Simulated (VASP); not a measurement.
Computed with SCAN meta-GGA, VASP's PBE PAW potentials (set 64) (plane waves; VASP).

VASP input:

INCAR:
```
SYSTEM = Tb
PREC = Accurate
ENCUT = 520
EDIFF = 1E-7
NELM = 100
ALGO = Normal
LREAL = .FALSE.
LASPH = .TRUE.
ISMEAR = 1
SIGMA = 0.1
METAGGA = SCAN
LMIXTAU = .TRUE.
LMAXMIX = 6
LWAVE = .FALSE.
LCHARG = .FALSE.
ISIF = 4
IBRION = 2
NSW = 30
EDIFFG = -0.01
```

### POSCAR
```
Tb
1.0
  1.8431726491  -3.1924682072   0.0000000000
  1.8431726491   3.1924682072   0.0000000000
  0.0000000000   0.0000000000   5.6263564146
Tb
2
Cart
  1.8431726491   1.0641581974   1.4065891037
  1.8431726491  -1.0641581974   4.2197673110
```

### KPOINTS
```
Automatic mesh
0
Gamma
12 12 7
0 0 0
```

POTCAR, in this order: Tb_3 (PBE.64 set). Program: vasp_std.

Problem. What will the output report for the number of irreducible k-points (NKPTS), largest plane-wave count, number of space-group operations, FFT grid (NGX, NGY, NGZ)?

Solution. 
```yaml
number of irreducible k-points (NKPTS): 76
largest_plane_wave_count: 1800
number_of_space_group_operations: 24
FFT grid (NGX, NGY, NGZ): 28 × 28 × 42
```

The compound is Tb in the hcp structure. This cell is one point of a volume scan, at 1.06 of the reference volume. Symmetry was kept, so distortions that lower it aren't found. The 4f electrons are frozen in the core of the lanthanide potential, so 4f levels, which can set the real gap, and their magnetism are missing.
